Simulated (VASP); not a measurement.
An input for Quantum ESPRESSO's pw.x (written as the equivalent of a VASP run, and not itself run):

```
&CONTROL
  calculation = 'vc-relax'
  pseudo_dir = './pseudo'
  outdir = './out'
  tprnfor = .true.
  tstress = .true.
  nstep = 50
  forc_conv_thr = 0.00039
/
&SYSTEM
  ibrav = 0
  nat = 2
  ntyp = 2
  ecutwfc = 84
  occupations = 'smearing'
  smearing = 'fermi-dirac'
  degauss = 0.00735
  input_dft = 'pz'
/
&ELECTRONS
  conv_thr = 7.3e-08
  electron_maxstep = 100
/
&IONS
/
&CELL
/
ATOMIC_SPECIES
  Hf 178.490 Hf.upf
  N 14.007 N.upf
CELL_PARAMETERS angstrom
     0.0000000    2.2676840    2.2676840
     2.2676840    0.0000000    2.2676840
     2.2676840    2.2676840    0.0000000
ATOMIC_POSITIONS crystal
  Hf   0.0000000  0.0000000  0.0000000
  N    0.5000000  0.5000000  0.5000000
K_POINTS automatic
  16 16 16 0 0 0
```

Task: Translate this input to VASP (INCAR, KPOINTS, POSCAR, choice of POTCAR).

Result: One answer among several that fit: 
INCAR:
```
SYSTEM = HfN
PREC = Accurate; ENCUT = 400; LREAL = .FALSE.
LASPH = .TRUE.
EDIFF = 1E-6; NELM = 100; ALGO = Normal
LMAXMIX = 6
ISMEAR = -1; SIGMA = 0.1
IBRION = 2; NSW = 50; ISIF = 3
EDIFFG = -0.01
LWAVE = .FALSE.; LCHARG = .FALSE.
```

KPOINTS:
```
Automatic mesh
0
Gamma
16 16 16
0 0 0
```

**POSCAR**
```
HfN
1.0
  0.0000000000   2.2676840000   2.2676840000
  2.2676840000   0.0000000000   2.2676840000
  2.2676840000   2.2676840000   0.0000000000
Hf N
1 1
Cartesian
  0.0000000000   0.0000000000   0.0000000000
  2.2676840000   2.2676840000   2.2676840000
```

POTCAR, in this order: Hf_pv N (LDA.64 set). Program: vasp_std.

The two are equivalent in intent, not identical: the potentials are each code's own (VASP's PAW set, PseudoDojo norm-conserving files in pw.x), so ENCUT and ecutwfc are chosen apart and not converted; conv_thr bounds pw.x's estimated SCF error, while EDIFF bounds the energy change between steps; forc_conv_thr acts on force components and is met together with etot_conv_thr.

The structure is a typed HfN crystal. This run relaxes it. Symmetry was kept, so distortions that lower it aren't found. The run is one of a series of settings (EDIFFG = -0.01, IBRION = 2, ISIF = 3, NSW = 50 against the base run), some of them coarse on purpose.
